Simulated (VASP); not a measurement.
A VASP calculation is set up with these files.

File KPOINTS:
```
kpoints
0
gamma
  7 7 7
```

**POSCAR**
```
GaAs
1
    0.0000000000     2.8028915351     2.8028915351
    2.8028915351     0.0000000000     2.8028915351
    2.8028915351     2.8028915351     0.0000000000
Ga As
1 1
Direct
  0.0000000000   0.0000000000   0.0000000000
  0.2500000000   0.2500000000   0.2500000000
```

INCAR:
```
# general
SYSTEM =GaAs
PREC   =Accurate
ENCUT  =400   # plane-wave cut-off (eV)
LREAL  =.FALSE.   # projection in real space or not
LASPH  =.TRUE.

# electronic loop
EDIFF  =1E-8   # SCF stop (eV)
NELM   =100
ALGO   =Normal   # blocked Davidson
LMAXMIX=4   # l cut-off of mixed one-centre charges

# smearing
ISMEAR =0
SIGMA  =0.05   # width (eV)

# ions
IBRION =1
NSW    =30   # most ionic steps
ISIF   =2   # forces and stress, cell fixed
EDIFFG =-0.001   # ionic stop

# output
LWAVE  =.FALSE.
LCHARG =.FALSE.
```

POTCAR, in this order: Ga_d As (LDA.64 set). Program: vasp_std.

### Question
Write an equivalent input for Quantum ESPRESSO's pw.x.

### Answer
One equivalent input (not run):
```
&CONTROL
  calculation = 'relax'
  pseudo_dir = './pseudo'
  outdir = './out'
  tprnfor = .true.
  tstress = .true.
  nstep = 30
  forc_conv_thr = 3.9e-05
/
&SYSTEM
  ibrav = 0
  nat = 2
  ntyp = 2
  ecutwfc = 80
  occupations = 'smearing'
  smearing = 'gaussian'
  degauss = 0.003675
  input_dft = 'pz'
/
&ELECTRONS
  conv_thr = 7.3e-10
  electron_maxstep = 100
/
&IONS
/
ATOMIC_SPECIES
  Ga 69.723 Ga.upf
  As 74.922 As.upf
CELL_PARAMETERS angstrom
     0.0000000    2.8028915    2.8028915
     2.8028915    0.0000000    2.8028915
     2.8028915    2.8028915    0.0000000
ATOMIC_POSITIONS crystal
  Ga   0.0000000  0.0000000  0.0000000
  As   0.2500000  0.2500000  0.2500000
K_POINTS automatic
  7 7 7 0 0 0
```
The two are equivalent in intent, not identical: the potentials are each code's own (VASP's PAW set, PseudoDojo norm-conserving files in pw.x), so ENCUT and ecutwfc are chosen apart and not converted; conv_thr bounds pw.x's estimated SCF error, while EDIFF bounds the energy change between steps; forc_conv_thr acts on force components and is met together with etot_conv_thr.

The structure comes from a computed database's GaAs entry (F-43m); how it stands against other phases isn't given here. It was relaxed first, which changed the volume by -7 %. The start is the result of an earlier pass.
